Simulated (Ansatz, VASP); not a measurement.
# MnS (Alabandite): VASP beside Ansatz, part 2 of 2

Wanted: the spread between two codes on one cell, functional and k mesh.

VASP 6.6.1 and Ansatz 0.2.0.

So far. Step 2 (VASP: relaxation of cell and atoms, r2SCAN): Experiment finds antiferromagnetic order in this phase (below 150 K, arxiv:1108.4537), so this ferromagnetic run describes another state.

## (3) Ansatz: relaxation of cell and atoms, r2SCAN

Level of this step: Ansatz beside VASP: Kohn-Sham DFT, plane waves, r2SCAN (Ansatz).

Ansatz runs on its default PAW (the set named soft_2) files.

The same cell, functional, mesh and smearing now go to Ansatz, which takes its cutoff from its data sets.

File input.yaml:

```yaml
crystal:
  lattice:
    - [0.0, 2.61225, 2.61225]
    - [2.61225, 0.0, 2.61225]
    - [2.61225, 2.61225, 0.0]
  atoms:
    - { symbol: Mn, position: [0.0, 0.0, 0.0], spin: 4.0 }
    - { symbol: S, position: [0.5, 0.5, 0.5] }
hamiltonian:
  xc: r2scan
  pseudopotentials: { kind: paw }
magnetization:
  spin_polarized: true
kpoints:
  mp_grid: { grid: [6, 6, 6] }
scf:
  occupations: { method: fermi_dirac, width: 0.05 }
relax:
  f_tol: 0.01
  max_steps: 60
  cell: { stress_tol: 0.05 }
output:
  forces: true
  stress: true
```

Command:

```sh
ansatz run input.yaml --threads 4 --pin off --max-ram 9216MiB --backend cpu --events-out ev --progress --plain --runs-dir out
```

Numbers of over 12 decimals in the logs are rounded to 6 here.

Log:

```text
Engine: ansatz 0.2.0, aarch64-unknown-linux-gnu
Pseudopotentials: kind: paw
Pseudopotential: Mn, paw, valence charge 15, recommended cutoff 500 eV (meta_gga), Mn.paw.azcp
Pseudopotential: S, paw, valence charge 6, recommended cutoff 500 eV (meta_gga), S.paw.azcp
Functional definition: r2SCAN
  parameter k0 = 0.174
  parameter k1 = 0.065
  parameter a1 = 4.9479
  exchange = r2scan_x(k0 = k0, k1 = k1, a1 = a1)
  correlation = r2scan_c
Crystal: 2 atoms, lattice volume = 35.651 Å³
Basis set: ecut = 500 eV, 893 PW (Γ), exchange–correlation on 108×108×108 points (64 copies of the dense FFT grid, shifted against one another)
Bands: 17, of which v1, the nominal top of the filled ones, is band 11 counted from 1 (10 counted from 0)
Symmetry: 48 space group operations
Space group: Fm-3m (ITA 225), of the structure as read, at distance tolerance 3.3e-5 Å
Magnetic group: BNS 225.116 (UNI 1618), of the structure as read, at distance tolerance 3.3e-5 Å
k-points: 16 of 216
Non-local potential: Mn, projectors of the file, l = 0: 3, l = 1: 2, l = 2: 3, l = 3: 1
Non-local potential: S, projectors of the file, l = 0: 2, l = 1: 2, l = 2: 2
PAW form: soft (Blöchl's): semilocal exchange-correlation on the pseudo side does not see the compensation charge
PAW frozen core: Mn, regenerated for the run's functional (the file was generated under x = pbe(κ = 0.804, μ = 0.219515), c = pbe(β = 0.066725))
PAW frozen core: S, regenerated for the run's functional (the file was generated under x = pbe(κ = 0.804, μ = 0.219515), c = pbe(β = 0.066725))
PAW one-centre angular grid: Mn, 590 points (default); XC on 160 Gauss nodes
PAW one-centre angular grid: S, 302 points (default); XC on 160 Gauss nodes
Initial density: superposition of atomic densities (chi_scale 0.1, normalization cell, long waves kept (reshape's long-wave potential 0.00 eV rms))
Starting moments: Σ|m| = 4 μB on 1 of 2 sites
Initial wavefunctions: pseudopotential atomic-orbital guess
Functional: x = r2scan, c = r2scan; τ floored in thin density (d = 2e-4 eV/Å³)
SCF iter   1: F=—  HF=-4811.272883 eV  |F-HF|=—  |Δ(HF+E_count)|=         —  Δρ=8.95e-2 (↑8.95e-2 ↓1.83e-2)  dr2=1.95e0  dr2_τ=1.05e-2  dr2_m=8.15e-1  M=4.641 μB ∫|m|=4.641 μB  β_m=1.00  ethr=3.10e-3  ⟨swp⟩=4.5  Hψ=2544  notcnv=0
Mixer restart at iter 1: flushing history
preconditioner: auto → Kerker (q_TF=auto, 2.498 Å⁻¹)  [metal: Δε(μ)=0.131 eV  Ē_g=9.976 eV  σ=0.050 eV  W_gap=0.44  n_scr=14 (ndim 8)  ℏωp=22.4 eV  f_vac=0.000  D(μ)=0.81/eV (n_scr^D=0)]
spin=Collinear: Kerker preconditioning applied to the charge; magnetization (m = ρ↑ − ρ↓) channel mixes plain (no charge-response kernel on spin).
SCF iter   2: F=—  HF=-4811.250527 eV  |F-HF|=—  |Δ(HF+E_count)|=   2.24e-2  Δρ=2.32e-2 (↑2.32e-2 ↓2.02e-2)  dr2=5.75e-1  dr2_τ=1.01e-2  dr2_m=4.51e-3  M=4.790 μB ∫|m|=4.790 μB  β_m=1.00  ethr=3.10e-3  ⟨swp⟩=2.2  Hψ=1257  notcnv=0  defer=16  κ⁻¹=1.0e0(r=1)
SCF iter   3: F=—  HF=-4811.605432 eV  |F-HF|=—  |Δ(HF+E_count)|=   3.55e-1  Δρ=1.17e-2 (↑1.17e-2 ↓9.69e-3)  dr2=1.49e-1  dr2_τ=1.67e-3  dr2_m=8.12e-4  M=4.910 μB ∫|m|=4.910 μB  β_m=1.00  ethr=2.74e-3  ⟨swp⟩=2.5  Hψ=866  notcnv=0  defer=22  κ⁻¹=8.1e-2(r=2)
SCF iter   4: F=—  HF=-4811.776993 eV  |F-HF|=—  |Δ(HF+E_count)|=         —  Δρ=5.51e-3 (↑4.98e-3 ↓5.51e-3)  dr2=3.03e-2  dr2_τ=4.72e-4  dr2_m=6.60e-4  M=4.941 μB ∫|m|=4.941 μB  β_m=1.00  ethr=7.07e-4  ⟨swp⟩=2.6  Hψ=1180  notcnv=0  defer=22
Mixer restart at iter 4: flushing history
SCF iter   5: F=—  HF=-4811.806994 eV  |F-HF|=—  |Δ(HF+E_count)|=   3.00e-2  Δρ=4.14e-3 (↑4.14e-3 ↓4.09e-3)  dr2=2.07e-2  dr2_τ=2.02e-4  dr2_m=1.56e-4  M=4.945 μB ∫|m|=4.945 μB  β_m=1.00  ethr=1.44e-4  ⟨swp⟩=2.0  Hψ=747  notcnv=0  defer=22  κ⁻¹=1.0e0(r=1)
SCF iter   6: F=—  HF=-4811.837864 eV  |F-HF|=—  |Δ(HF+E_count)|=   3.09e-2  Δρ=2.52e-3 (↑2.52e-3 ↓2.51e-3)  dr2=9.97e-3  dr2_τ=5.87e-5  dr2_m=1.91e-5  M=4.959 μB ∫|m|=4.959 μB  β_m=1.00  ethr=9.88e-5  ⟨swp⟩=2.4  Hψ=1028  notcnv=0  defer=22  κ⁻¹=1.5e-1(r=2)
SCF iter   7: F=—  HF=-4811.850213 eV  |F-HF|=—  |Δ(HF+E_count)|=   1.23e-2  Δρ=1.76e-3 (↑1.68e-3 ↓1.76e-3)  dr2=6.09e-3  dr2_τ=1.60e-5  dr2_m=1.60e-6  M=4.966 μB ∫|m|=4.966 μB  β_m=1.00  ethr=4.75e-5  ⟨swp⟩=3.0  Hψ=989  notcnv=0  defer=22  κ⁻¹=2.0e-2(r=3)
SCF iter   8: F=—  HF=-4811.851999 eV  |F-HF|=—  |Δ(HF+E_count)|=   1.79e-3  Δρ=7.96e-4 (↑7.96e-4 ↓5.38e-4)  dr2=2.25e-4  dr2_τ=6.08e-6  dr2_m=6.92e-5  M=4.969 μB ∫|m|=4.969 μB  β_m=1.00  ethr=2.90e-5  ⟨swp⟩=2.0  Hψ=932  notcnv=0  defer=22  κ⁻¹=2.8e-3(r=4)
SCF iter   9: F=—  HF=-4811.851697 eV  |F-HF|=—  |Δ(HF+E_count)|=   3.02e-4  Δρ=4.20e-4 (↑3.75e-4 ↓4.20e-4)  dr2=8.63e-5  dr2_τ=3.37e-6  dr2_m=3.83e-6  M=4.969 μB ∫|m|=4.969 μB  β_m=1.00  ethr=1.07e-6  ⟨swp⟩=2.1  Hψ=789  notcnv=0  defer=22  κ⁻¹=8.8e-4(r=5)
SCF iter  10: F=—  HF=-4811.852162 eV  |F-HF|=—  |Δ(HF+E_count)|=   4.65e-4  Δρ=2.80e-4 (↑2.54e-4 ↓2.80e-4)  dr2=3.78e-5  dr2_τ=1.69e-6  dr2_m=3.64e-7  M=4.969 μB ∫|m|=4.969 μB  β_m=1.00  ethr=4.11e-7  ⟨swp⟩=1.5  Hψ=592  notcnv=0  defer=22  κ⁻¹=7.1e-4(r=6)
SCF iter  11: F=—  HF=-4811.852551 eV  |F-HF|=—  |Δ(HF+E_count)|=   3.89e-4  Δρ=9.03e-5 (↑7.43e-5 ↓9.03e-5)  dr2=3.70e-6  dr2_τ=1.60e-7  dr2_m=2.52e-7  M=4.968 μB ∫|m|=4.968 μB  β_m=1.00  ethr=1.80e-7  ⟨swp⟩=2.0  Hψ=819  notcnv=0  defer=22  κ⁻¹=1.4e-4(r=7)
SCF iter  12: F=—  HF=-4811.852585 eV  |F-HF|=—  |Δ(HF+E_count)|=   3.36e-5  Δρ=6.80e-5 (↑6.80e-5 ↓5.37e-5)  dr2=2.89e-6  dr2_τ=6.33e-8  dr2_m=1.40e-7  M=4.968 μB ∫|m|=4.968 μB  β_m=1.00  ethr=1.76e-8  ⟨swp⟩=2.0  Hψ=760  notcnv=0  defer=22  κ⁻¹=6.5e-6(r=8)
SCF iter  13: F=—  HF=-4811.852617 eV  |F-HF|=—  |Δ(HF+E_count)|=   3.18e-5  Δρ=3.96e-5 (↑2.81e-5 ↓3.96e-5)  dr2=6.29e-7  dr2_τ=2.25e-8  dr2_m=2.72e-7  M=4.968 μB ∫|m|=4.968 μB  β_m=1.00  ethr=1.37e-8  ⟨swp⟩=2.0  Hψ=882  notcnv=0  defer=22  κ⁻¹=2.2e-6(r=8)
SCF iter  14: F=—  HF=-4811.852615 eV  |F-HF|=—  |Δ(HF+E_count)|=   1.98e-6  Δρ=8.00e-6 (↑8.00e-6 ↓7.94e-6)  dr2=2.38e-8  dr2_τ=1.32e-9  dr2_m=6.85e-9  M=4.968 μB ∫|m|=4.968 μB  β_m=1.00  ethr=2.99e-9  ⟨swp⟩=2.0  Hψ=883  notcnv=0  defer=22  κ⁻¹=9.7e-6(r=8)
SCF iter  15: F=—  HF=-4811.852616 eV  |F-HF|=—  |Δ(HF+E_count)|=   1.43e-6  Δρ=7.37e-6 (↑7.37e-6 ↓4.51e-6)  dr2=1.43e-8  dr2_τ=4.40e-10  dr2_m=3.68e-9  M=4.968 μB ∫|m|=4.968 μB  β_m=1.00  ethr=1.14e-10  ⟨swp⟩=2.0  Hψ=879  notcnv=0  defer=22  κ⁻¹=7.1e-7(r=8)
SCF iter  16: F=—  HF=-4811.852617 eV  |F-HF|=—  |Δ(HF+E_count)|=   7.91e-7  Δρ=4.07e-6 (↑4.07e-6 ↓2.73e-6)  dr2=5.59e-9  dr2_τ=1.18e-10  dr2_m=1.02e-9  M=4.968 μB ∫|m|=4.968 μB  β_m=1.00  ethr=6.83e-11  ⟨swp⟩=2.0  Hψ=882  notcnv=0  defer=22  κ⁻¹=4.8e-6(r=8)
SCF iter  17: F=—  HF=-4811.852617 eV  |F-HF|=—  |Δ(HF+E_count)|=   3.07e-7  Δρ=1.54e-6 (↑1.54e-6 ↓9.30e-7)  dr2=1.50e-9  dr2_τ=1.87e-11  dr2_m=5.43e-11  M=4.968 μB ∫|m|=4.968 μB  β_m=1.00  ethr=2.66e-11  ⟨swp⟩=2.0  Hψ=883  notcnv=0  defer=22  κ⁻¹=2.4e-6(r=8)
SCF iter  18: F=-4811.852617 eV  HF=-4811.852617 eV  |F-HF|=1.32e-9  |Δ(HF+E_count)|=   3.31e-9  Δρ=7.87e-7 (↑7.20e-7 ↓7.87e-7)  dr2=9.97e-10  dr2_τ=1.27e-11  dr2_m=5.51e-12  M=4.968 μB ∫|m|=4.968 μB  ethr=7.16e-12  ⟨swp⟩=1.0  Hψ=1553  notcnv=0
SCF 1 converged in 18 iterations: F = -4811.852617 eV  dr2 = 9.97e-10
  greatest PAW one-centre occupation: 1.006 electrons in one spin orbital (limit 2), on the Mn atom at site 0 (counted from 0), in its partial waves of l = 1
relax step   1: F+E_penalty+E_count = -4811.85261715 eV  Δ(F+E_penalty+E_count) = +0.000e0 eV  max|allowed force component| = 1.210e-29 eV/Å  Δτ_max = 0.0000 Å  P = -0.456 GPa  Ω = 35.651 Å³  (18 SCF iters, dr2 threshold 1.00e-7 eV, accepted)
[...]
relax step   2: F+E_penalty+E_count = -4811.85301480 eV  Δ(F+E_penalty+E_count) = -3.976e-4 eV  max|allowed force component| = 1.183e-30 eV/Å  Δτ_max = 0.0000 Å  P = -0.055 GPa  Ω = 35.464 Å³  energy of the carried Pulay correction = +9.981e-5 eV  (7 SCF iters, dr2 threshold 2.00e-7 eV, accepted)
[...]
relax step   3: F+E_penalty+E_count = -4811.85303283 eV  Δ(F+E_penalty+E_count) = -1.803e-5 eV  max|allowed force component| = 2.892e-30 eV/Å  Δτ_max = 0.0000 Å  P = -0.001 GPa  Ω = 35.438 Å³  energy of the carried Pulay correction = +1.134e-4 eV  (6 SCF iters, dr2 threshold 7.48e-9 eV, accepted)
[...]
relax step   4: F+E_penalty+E_count = -4811.85299093 eV  Δ(F+E_penalty+E_count) = +4.190e-5 eV  max|allowed force component| = 1.183e-30 eV/Å  Δτ_max = 0.0000 Å  P = -0.003 GPa  Ω = 35.438 Å³  stress off target by 2.85e-3 GPa  SCF on the basis re-selected at this cell (its energy is not comparable with the rows above)  (12 SCF iters)
basis re-selected at this cell: Δ(F+E_penalty+E_count) = +4.190e-5 eV, ΔP = -0.002 GPa vs the last step (what re-selecting the basis moved, of the pressure what is left beyond the Pulay correction that the steps carried, after the strain that the cell walked since its last selection, with what the two solves' SCF thresholds leave and, on support functions, any second-order correction that the steps lacked; it is no m [...]
SCF converged after 12 iterations
Stability not checked: this state was not tested for a lower state beside it, because the mixer in use, unlike msr1, does not test its closes by its own steps (another_mixer; see scf.mixing.algorithm and scf.lower_state_search)
Magnetization: 4.9630 μB (12.9815 up, 8.0185 down)
Absolute magnetization: 4.9630 μB (∫|ρ↑−ρ↓|, with the PAW one-centre terms)
Spin contamination: 0.0148 ħ² per cell (⟨S²⟩ above its minimum at these occupations)
Per-site moments (μB) at R_I (Å): [(4.444500, 1.075405), (0.179218, 1.075405)]
Free energy (F): -4811.852991 eV
Harris-Foulkes:  -4811.852991 eV  (|F-HF|=4.55e-12)
Internal energy: -4811.850211 eV  (E = F + TS)
E sigma→0 (E₀):  -4811.851601 eV
Entropy (-TS):   -0.002780 eV (-1.390 meV/atom)
Fermi energy:    10.322800 eV
--- Per-component energies (eV) ---
  E_band       = -320.194785
  E_kinetic    = 405.941071
  E_local      = -2461.303660  (includes V_loc(G=0)·N_el)
  E_nonlocal   = 284.280686
  E_hartree    = 1010.506159
  E_xc         = -198.945056
  E_vxc        = -251.812654  (∫ρ·V_xc dr)
  E_paw        = -1928.699450  (= ΣΔE_a)
  E_vpaw       = -333.363487  (= ΣTr[D̂ρ^β])
  E_aug_tail   = -0.000003  (compensation charges beyond the density's cutoff)
  E_vtau       = 15.051019  (kinetic-family band-sum trace: ∫τ·v_τ [+ j·A + Jᵃ·Aᵃ] dr)
  E_ewald      = -1923.237148
  E_core_change = -0.392810  (= ΣΔE_core)
  E_smearing   = -0.002780  (= −TS)
  E_closure    = 0.000000  (closes the sum)
  Σ components = -4811.852991   (vs F -4811.852991, Δ=0.00e0)
--- Forces (eV/Å), atoms counted from 1 ---
  atom   1  Mn    -0.00000000     0.00000000    -0.00000000
  atom   2  S      0.00000000     0.00000000    -0.00000000
  max |Σ_I F_I| component: 1.58e-30 eV/Å
--- Stress (GPa, compression-positive) ---
       -0.002846       0.000000      -0.000000
        0.000000      -0.002846      -0.000000
        0.000000       0.000000      -0.002846
  P = ⅓ Tr σ = -0.0028 GPa (-0.028 kbar)
--- Relaxed structure (3 steps of the walk, 3 accepted, 1 SCFs on fresh bases) ---
  F+E_penalty+E_count = -4811.85299093 eV   max|allowed force component| = 1.183e-30 eV/Å   (the final SCF, on the basis selected at the relaxed cell)
  cell:  # Å, volume = 35.4384 Å³
    - [0, 2.607042, 2.607042]
    - [2.607042, 0, 2.607042]
    - [2.607042, 2.607042, 0]
  atoms:
    - { symbol: Mn, position: [0, 0, 0] }
    - { symbol: S, position: [0.5, 0.5, 0.5] }
```

Run time: 5.5 s. Hardware: 4 threads of Arm Neoverse V1, shared host; peak memory 0.41 GiB.

## (4) Side by side

Known differences besides the potentials themselves: VASP keeps PBE cores, Ansatz makes them for the functional; both relaxations stop at a tolerance, which leaves soft axes loose, and VASP keeps its plane-wave basis; the data sets hold 21 valence electrons in Ansatz (default PAW (the set named soft_2) files) and 19 in VASP; the cutoff is 500 eV in Ansatz and 520 eV in VASP; Ansatz adds a Pulay correction to the stress that steers its cell, VASP none; site moments are counted in spheres of each program's own size. Total energies have different zeros and are not compared.

Compared:

```
                                         quantity  Ansatz   VASP  difference
                                      volume (Å³)   35.44  35.39     +0.13 %
edge a after relaxation, in the typed setting (Å)   3.687  3.685     +0.04 %
                                total moment (μB)    4.96   4.96        0.00
                               moment on Mn1 (μB)    4.44   4.49       -0.04
                                moment on S2 (μB)    0.18   0.14       +0.04
```

The walks stopped with 0.00 GPa left in Ansatz and 0.08 GPa in VASP; each walk ends within a tolerance, so the volume difference is uncertain by about these residues over the bulk modulus, most in soft cells.

## (5) Summary of results

```
difference in volume (relaxation of cell and atoms, r2SCAN) : 0.13 %
```

**Reading.** The difference in volume is 0.13 % (relaxation of cell and atoms, r2SCAN), within the 1.2 % picked in this series as the mark of a large difference, as far as the stopping tolerances let one tell. How closely two codes agree says nothing of how well the functional describes the real material.

[Lines on the potential files, build, host, timing and source positions are cut from VASP's logs without a mark.]

[Logs are printed without paths, hosts, clocks, repeated set-up lines and the standing remarks that a program may print on its own settings, such as how far it seeks lower states.]

[Hosts, paths, dates, database ids (printed as entryN), source tags and the programs' standing remarks are cut or masked in the printed files.]
